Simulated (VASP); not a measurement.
A run of VASP 6.6.1:

The input INCAR:

```
PREC = Accurate
ENCUT = 520
EDIFF = 1E-6
ISMEAR = 0
SIGMA = 0.05
LREAL = F
LASPH = T
NELM = 100
ALGO = Normal
ISIF = 2
LWAVE = F
LCHARG = F
ISPIN = 2
MAGMOM = 0 0
LORBIT = 11
LMAXMIX = 6
LDAU = T
LDAUTYPE = 2
LDAUL = 3 -1
LDAUU = 3 0
LDAUJ = 0 0
LDAUPRINT = 1
GGA = CA
```

Contents of KPOINTS:

```
regular mesh
0
Gamma
  6 6 6
```

File POSCAR:

```
DyO
1.0
    0.0000000000      2.5261071900      2.5261071900
    2.5261071900      0.0000000000      2.5261071900
    2.5261071900      2.5261071900      0.0000000000
Dy O
1 1
Direct
    0.0000000000      0.0000000000      0.0000000000
    0.2500000000      0.2500000000      0.2500000000
```

Potentials or basis: VASP PAW PBE potentials, release 64 (Dy, O).

Launch:

```console
$ cat potpaw_PBE.64/Dy/POTCAR potpaw_PBE.64/O/POTCAR > POTCAR
$ mpirun -np 1 vasp_std > vasp.out
```

Hardware: 1 thread of AMD EPYC 7R43 64-Core Processor (Zen 3) (shared host).

Estimate the wall time of this run.

Wall time 110 s on 1 thread of AMD EPYC 7R43 64-Core Processor (Zen 3), on a shared host, peak memory 0.13 GiB. Counts: scf iterations 54, k points 16.
